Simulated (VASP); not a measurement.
Output of a VASP run:

OSZICAR:
```
       N       E                     dE             d eps       ncg     rms          rms(c)
DAV:   1     0.468851951166E+02    0.46885E+02   -0.86671E+03  3654   0.135E+03
DAV:   2    -0.586682169106E+01   -0.52752E+02   -0.51665E+02  3679   0.529E+02
DAV:   3    -0.831926175288E+01   -0.24524E+01   -0.23197E+01  3919   0.579E+01
DAV:   4    -0.842803954118E+01   -0.10878E+00   -0.10263E+00  3914   0.112E+01
DAV:   5    -0.843326093368E+01   -0.52214E-02   -0.50711E-02  3815   0.209E+00    0.242E+01
DAV:   6    -0.843000607859E+01    0.32549E-02   -0.33875E-02  3654   0.344E+00    0.144E+01
DAV:   7    -0.844127239947E+01   -0.11266E-01   -0.60052E-02  3566   0.450E+00    0.352E-01
DAV:   8    -0.844119707721E+01    0.75322E-04   -0.39141E-03  3509   0.957E-01    0.856E-02
DAV:   9    -0.844123255328E+01   -0.35476E-04   -0.22660E-04  3804   0.210E-01    0.345E-02
DAV:  10    -0.844121654895E+01    0.16004E-04   -0.30724E-05  3704   0.690E-02    0.495E-02
DAV:  11    -0.844122109426E+01   -0.45453E-05   -0.32586E-06  3641   0.225E-02    0.243E-03
DAV:  12    -0.844122178082E+01   -0.68656E-06   -0.15051E-07  2229   0.663E-03    0.178E-03
DAV:  13    -0.844122167306E+01    0.10776E-06   -0.34048E-08  1972   0.811E-03    0.202E-04
DAV:  14    -0.844122172148E+01   -0.48416E-07   -0.21499E-08  1947   0.443E-03
   1 F= -.84412217E+01 E0= -.84412217E+01  d E =0.000000E+00
```

**OUTCAR**
```
------------------------ aborting loop because EDIFF is reached ----------------------------------------
  FORCE on cell =-STRESS in cart. coord.  units (eV):
  Direction    XX          YY          ZZ          XY          YZ          ZX
  --------------------------------------------------------------------------------------
  Total        0.0641039      0.0641039      0.0788302      0.0000000      0.0000000      0.0000000
  in kB        1.6179757      1.6179752      1.9896659      0.0000000      0.0000000      0.0000000
  external PRESSURE =       1.7418723 kB  Pullay stress =       0.0000000 kB
  volume of cell :       63.48
      direct lattice vectors                 reciprocal lattice vectors
     1.807319986 -3.130369584  0.000000000     0.276652725 -0.159725549  0.000000000
     1.807319986  3.130369584  0.000000000     0.276652725  0.159725549  0.000000000
     0.000000000  0.000000000  5.609995082     0.000000000  0.000000000  0.178253276
 POSITION                                       TOTAL-FORCE (eV/Angst)
 -----------------------------------------------------------------------------------
      1.80732      1.04346      1.40250         0.000000      0.000000      0.000000
      1.80732     -1.04346      4.20750        -0.000000     -0.000000      0.000000
 -----------------------------------------------------------------------------------
    total drift:                                0.000000      0.000090     -0.000011
  FREE ENERGIE OF THE ION-ELECTRON SYSTEM (eV)
  ---------------------------------------------------
  free  energy   TOTEN  =        -8.4412217215 eV

  energy  without entropy=       -8.4412217215  energy(sigma->0) =       -8.44122172

 total charge

# of ion       s       p       d       tot
------------------------------------------
    1        0.497   6.518   1.021   8.037
    2        0.497   6.518   1.021   8.037
--------------------------------------------------
tot          0.995  13.036   2.043  16.073
```
(Selected blocks of OUTCAR.)

File POSCAR:
```
Er
1
    1.8073199861    -3.1303695838     0.0000000000
    1.8073199861     3.1303695838     0.0000000000
    0.0000000000     0.0000000000     5.6099950815
Er
2
Direct
  0.3333330000   0.6666670000   0.2500000000
  0.6666670000   0.3333330000   0.7500000000
```

**Question.** Reconstruct the remaining input files.

**Answer.** Several could match; the one computed here: the input of the run itself, revPBE GGA, plane waves, VASP's PBE PAW potentials (set 64).

KPOINTS:
```
Automatic mesh
0
Gamma
13 13 7
0 0 0
```

**INCAR**
```
# general
SYSTEM   =  Er
PREC     =  Accurate
ENCUT    =  520
LREAL    =  .FALSE.
LASPH    =  .TRUE.

# electronic loop
EDIFF    =  1E-7
NELM     =  100
ALGO     =  Normal
LMAXMIX  =  6

# smearing
ISMEAR   =  -5

# functional
GGA      =  RE

# ions
ISIF     =  2

# output
LWAVE    =  .FALSE.
LCHARG   =  .TRUE.
LORBIT   =  11
NEDOS    =  601
```

POTCAR, in this order: Er_3 (PBE.64 set). Program: vasp_std.

The 4f electrons are frozen in the core of the lanthanide potential, so 4f levels, which can set the real gap, and their magnetism are missing. For a metal the tetrahedron method with Blöchl corrections gives inexact stress and forces.

The compound is Er in the hcp structure. It was relaxed first.
